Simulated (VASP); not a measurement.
# Ta2SiN2: relaxation of cell and atoms with PBE

Crystal: Ta2SiN2.

```
Ta Si N
1.0
     6.34617    0.00000    0.00000
    -3.17308    5.49594    0.00000
     0.00000    0.00000    4.86881
Ta Si N
4 2 4
Direct
  0.50000 0.00000 0.50000
  0.00000 0.50000 0.50000
  0.50000 0.50000 0.50000
  0.00000 0.00000 0.00000
  0.33333 0.66667 0.50000
  0.66667 0.33333 0.50000
  0.33333 0.66667 0.14039
  0.66667 0.33333 0.14039
  0.66667 0.33333 0.85961
  0.33333 0.66667 0.85961
```

The cell was built by a generator and needn't be a form met in nature.

```yaml
Program: VASP 6.6.1
Task: relaxation of cell and atoms
Functional: PBE
Potentials_or_basis: VASP PAW PBE potentials, release 64 (Ta_pv, Si, N)
Cutoff: 520 eV
k_mesh: 3 × 3 × 3
Occupations: gaussian, width 0.15 eV
Spin: no spin polarisation
Further_INCAR_settings: PREC = Normal; LREAL = Auto; ALGO = Fast; EDIFF = 0.0001; IBRION = 2; EDIFFG = -0.08; NSW = 24; ISIF = 3
```

```json
{
 "Relaxed volume": "25.45 Å³/atom",
 "Relaxed cell": "a = 7.894 Å, b = 7.894 Å, c = 4.716 Å, α = 90.00°, β = 90.00°, γ = 120.00°",
 "Space group after relaxing (to 0.05 Å)": "P6/mmm (No. 191)",
 "Energy gained by relaxing": "2621.5 meV/atom",
 "Ionic steps": "15",
 "Pressure after relaxing": "0.0 GPa",
 "Largest force after relaxing": "0.020 eV/Å",
 "Band gap on the k mesh": "none (metal or under the smearing width)"
}
```

Forces in eV/Å, atoms in the order of the input:
```
Ta   0.000  0.000  0.000
Ta   0.000  0.000  0.000
Ta   0.000  0.000  0.000
Ta   0.000  0.000  0.000
Si   0.000  0.000  0.000
Si   0.000  0.000  0.000
N    0.000  0.000  0.020
N    0.000  0.000  0.020
N    0.000  0.000 -0.020
N    0.000  0.000 -0.020
```

Stress tensor (GPa, compression positive):
```
-0.05  0.00  0.00
 0.00 -0.05  0.00
 0.00  0.00  0.20
```

The path:
| step | energy change (eV) | largest force (eV/Å) | pressure (GPa) | volume (Å³) |
| --- | --- | --- | --- | --- |
| 1 | 0.0000 | 0.7621 | 63.22 | 169.82 |
| 2 | -16.1322 | 3.9067 | -11.55 | 372.42 |
| 3 | -25.6336 | 3.3167 | -5.52 | 274.32 |
| 4 | -25.7855 | 3.1310 | -4.37 | 266.72 |
| 5 | -25.8379 | 2.9464 | -3.07 | 259.35 |
| 6 | -20.6861 | 32.9682 | 18.18 | 248.24 |
| 7 | -25.9626 | 2.5980 | -2.61 | 258.30 |
| 8 | -26.0935 | 1.8948 | -1.97 | 257.47 |
| 9 | -26.2001 | 0.8994 | 0.46 | 255.28 |
| 10 | -26.2120 | 0.0830 | -0.27 | 255.90 |
| 11 | -26.2126 | 0.0947 | -0.14 | 255.78 |
| 12 | -26.2124 | 0.2055 | -0.09 | 255.71 |
| 13 | -26.2100 | 0.4659 | -0.46 | 255.30 |
| 14 | -26.2137 | 0.0439 | -0.22 | 255.55 |
| 15 | -26.2145 | 0.0202 | 0.03 | 254.51 |

Final structure:
```cif
data_structure
_symmetry_space_group_name_H-M 'P 1'
_symmetry_Int_Tables_number 1
_cell_length_a 7.8938
_cell_length_b 7.8938
_cell_length_c 4.7164
_cell_angle_alpha 90.000
_cell_angle_beta 90.000
_cell_angle_gamma 120.000
_cell_volume 254.51
loop_
_atom_site_label
_atom_site_type_symbol
_atom_site_fract_x
_atom_site_fract_y
_atom_site_fract_z
_atom_site_occupancy
Ta1 Ta 0.50000 0.00000 0.50000 1
Ta2 Ta 0.00000 0.50000 0.50000 1
Ta3 Ta 0.50000 0.50000 0.50000 1
Ta4 Ta 0.00000 0.00000 0.00000 1
Si1 Si 0.33333 0.66667 0.50000 1
Si2 Si 0.66667 0.33333 0.50000 1
N1 N 0.33333 0.66667 0.13026 1
N2 N 0.66667 0.33333 0.13026 1
N3 N 0.66667 0.33333 0.86974 1
N4 N 0.33333 0.66667 0.86974 1
```

Levels at points of the mesh, in eV from the Fermi level:
```
           k point  band 33  band 34  band 35  band 36  band 37  band 38  band 39  band 40
(0.00, 0.00, 0.00)    -0.52    -0.20    -0.11    -0.11     0.03     0.03     0.06     0.06
```

Wall time 7.4 min on 2 MPI ranks on Intel(R) Xeon(R) Platinum 8259CL CPU @ 2.50GHz (Skylake/Cascade Lake), with other jobs on the host, peak memory 0.21 GiB a rank.

Caveat: the k mesh is coarse (spacing up to 0.43 Å⁻¹), so the values aren't converged; the volume moved by over 15 % at a fixed basis, so the end points are rough; the relaxation stopped at a loose force limit of 0.08 eV/Å, so its end isn't a converged minimum. Spin-orbit coupling is left out, which matters for the levels of Ta.
